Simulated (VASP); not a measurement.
These are vdW-DF2, VASP's PBE PAW potentials (set 64) (plane waves; VASP) values and carry that method's errors.

Input for VASP

**INCAR**
```
SYSTEM = TiB2
PREC = Accurate
ENCUT = 520
EDIFF = 1E-7
NELM = 100
ALGO = Normal
LREAL = .FALSE.
LASPH = .TRUE.
ISMEAR = 1
SIGMA = 0.1
GGA = ML
ZAB_VDW = -1.8867
LUSE_VDW = .TRUE.
AGGAC = 0.0
LMAXMIX = 4
LWAVE = .FALSE.
LCHARG = .FALSE.
ISIF = 4
IBRION = 2
NSW = 30
EDIFFG = -0.01
```

**POSCAR**
```
TiB2
1
    1.5051550440    -2.6070050359     0.0000000000
    1.5051550440     2.6070050359     0.0000000000
    0.0000000000     0.0000000000     3.2754477773
Ti B
1 2
Direct
  1.0000000000   1.0000000000   0.0000000000
  0.3333330000   0.6666670000   0.5000000000
  0.6666670000   0.3333330000   0.5000000000
```

KPOINTS:
```
Automatic mesh
0
Gamma
12 12 9
0 0 0
```

POTCAR, in this order: Ti_sv B (PBE.64 set). Program: vasp_std.

What VASP printed:

File OSZICAR:
```
       N       E                     dE             d eps       ncg     rms          rms(c)
DAV:   1     0.134143338797E+03    0.13414E+03   -0.94836E+03  2470   0.159E+03
DAV:   2    -0.134685406641E+02   -0.14761E+03   -0.14403E+03  2515   0.394E+02
DAV:   3    -0.233836757330E+02   -0.99151E+01   -0.98141E+01  3593   0.961E+01
DAV:   4    -0.237303038079E+02   -0.34663E+00   -0.34642E+00  3192   0.165E+01
DAV:   5    -0.237406184562E+02   -0.10315E-01   -0.10314E-01  3658   0.255E+00    0.160E+01
DAV:   6    -0.180823042200E+02    0.56583E+01   -0.31134E+01  3302   0.599E+01    0.406E+00
DAV:   7    -0.180734572569E+02    0.88470E-02   -0.25336E+00  2894   0.196E+01    0.338E+00
DAV:   8    -0.180797423368E+02   -0.62851E-02   -0.20452E-01  3394   0.401E+00    0.110E+00
DAV:   9    -0.180804849447E+02   -0.74261E-03   -0.85359E-02  3182   0.418E+00    0.460E-01
DAV:  10    -0.180788756986E+02    0.16092E-02   -0.84687E-03  3335   0.120E+00    0.788E-02
DAV:  11    -0.180788770313E+02   -0.13327E-05   -0.84984E-04  3070   0.376E-01    0.421E-02
DAV:  12    -0.180788718490E+02    0.51823E-05   -0.51930E-05  2895   0.919E-02    0.589E-03
DAV:  13    -0.180788720242E+02   -0.17523E-06   -0.29590E-06  2841   0.210E-02    0.321E-03
DAV:  14    -0.180788737104E+02   -0.16862E-05   -0.33994E-07  2705   0.586E-03    0.121E-03
DAV:  15    -0.180788739383E+02   -0.22790E-06   -0.31454E-07  2626   0.678E-03    0.907E-04
DAV:  16    -0.180788744103E+02   -0.47201E-06   -0.46602E-08  1285   0.238E-03    0.155E-04
DAV:  17    -0.180788743338E+02    0.76489E-07   -0.50172E-09  1285   0.821E-04
   1 F= -.18078874E+02 E0= -.18078870E+02  d E =-.180789E+02
       N       E                     dE             d eps       ncg     rms          rms(c)
DAV:   1    -0.180808908388E+02   -0.20164E-02   -0.84926E-02  2645   0.474E+00    0.296E-01
DAV:   2    -0.180800235798E+02    0.86726E-03   -0.47017E-03  2488   0.703E-01    0.170E-01
DAV:   3    -0.180795967405E+02    0.42684E-03   -0.54698E-04  2815   0.313E-01    0.512E-02
DAV:   4    -0.180795548326E+02    0.41908E-04   -0.10435E-04  3169   0.129E-01    0.800E-03
DAV:   5    -0.180795537053E+02    0.11273E-05   -0.90696E-06  2617   0.364E-02    0.398E-03
DAV:   6    -0.180795538004E+02   -0.95106E-07   -0.40553E-07  2621   0.799E-03
   2 F= -.18079554E+02 E0= -.18079567E+02  d E =-.679467E-03
```

**OUTCAR**
```
------------------------ aborting loop because EDIFF is reached ----------------------------------------
  FORCE on cell =-STRESS in cart. coord.  units (eV):
  Direction    XX          YY          ZZ          XY          YZ          ZX
  --------------------------------------------------------------------------------------
  Total        1.1490706      1.1490706      1.1486423      0.0000000     -0.0000000     -0.0000000
  in kB       71.6198653     71.6198668     71.5931729      0.0000000     -0.0000000     -0.0000000
  external PRESSURE =      71.6109683 kB  Pullay stress =       0.0000000 kB
  volume of cell :       25.71
      direct lattice vectors                 reciprocal lattice vectors
     1.508036695 -2.611996203  0.000000000     0.331556919 -0.191424474 -0.000000000
     1.508036695  2.611996203 -0.000000000     0.331556919  0.191424474 -0.000000000
     0.000000000  0.000000000  3.262941873    -0.000000000  0.000000000  0.306471901
 POSITION                                       TOTAL-FORCE (eV/Angst)
 -----------------------------------------------------------------------------------
      0.00000      0.00000      0.00000        -0.000000      0.000000      0.000000
      1.50804      0.87067      1.63147         0.000000     -0.000000     -0.000000
      1.50804     -0.87067      1.63147        -0.000000     -0.000000      0.000000
 -----------------------------------------------------------------------------------
    total drift:                                0.000000     -0.000000      0.000000
  FREE ENERGIE OF THE ION-ELECTRON SYSTEM (eV)
  ---------------------------------------------------
  free  energy   TOTEN  =       -18.0795538004 eV

  energy  without entropy=      -18.0795925987  energy(sigma->0) =      -18.07956673

 reached required accuracy - stopping structural energy minimisation
```
(Selected blocks of OUTCAR.)

**CONTCAR**
```
TiB2
   1.00000000000000
     1.5080366951770765   -2.6119962033056812    0.0000000000000000
     1.5080366951770765    2.6119962033056812   -0.0000000000000000
     0.0000000000000000    0.0000000000000000    3.2629418734486455
  Ti              B
     1     2
Direct
     0.0000000000000000    0.0000000000000000    0.0000000000000000
     0.3333330000000032    0.6666669999999968    0.5000000000000000
     0.6666669999999968    0.3333330000000032    0.5000000000000000
```

The compound is TiB2 in the AlB2 type structure. This cell is one point of a volume scan, at 0.97 of the reference volume. Symmetry was kept, so distortions that lower it aren't found.
